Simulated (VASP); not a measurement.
Calculation: LDA (Ceperley-Alder, Perdew-Zunger), VASP's LDA PAW potentials (set 64) (plane waves; VASP).

VASP input:

### INCAR
```
SYSTEM = Sn
PREC = Accurate; ENCUT = 520; LREAL = F
LASPH = T
EDIFF = 1E-7; NELM = 100; ALGO = Normal
LMAXMIX = 4
ISMEAR = 1; SIGMA = 0.1
IBRION = 2; NSW = 30; ISIF = 4
EDIFFG = -0.01
LWAVE = F; LCHARG = F
```

File KPOINTS:
```
Automatic
0
Gamma
13 13 13
```

File POSCAR:
```
Sn
1
   -2.9169931713     2.9169931713     1.5813562996
    2.9169931713    -2.9169931713     1.5813562996
    2.9169931713     2.9169931713    -1.5813562996
Sn
2
Direct
  0.2500000000   0.7500000000   0.5000000000
  0.0000000000   0.0000000000   0.0000000000
```

POTCAR, in this order: Sn_d (LDA.64 set). Program: vasp_std.

Task: What will the output report for the number of irreducible k-points (NKPTS), largest plane-wave count, number of space-group operations, FFT grid (NGX, NGY, NGZ)?

Result: 
The number of irreducible k-points (NKPTS) is 196, the largest plane-wave count is 1464 and the number of space-group operations is 16. The FFT grid (NGX, NGY, NGZ) comes out as 36 × 36 × 36.

The compound is Sn in the beta structure. This cell is one point of a volume scan, at 1.03 of the reference volume. Symmetry was kept, so distortions that lower it aren't found.
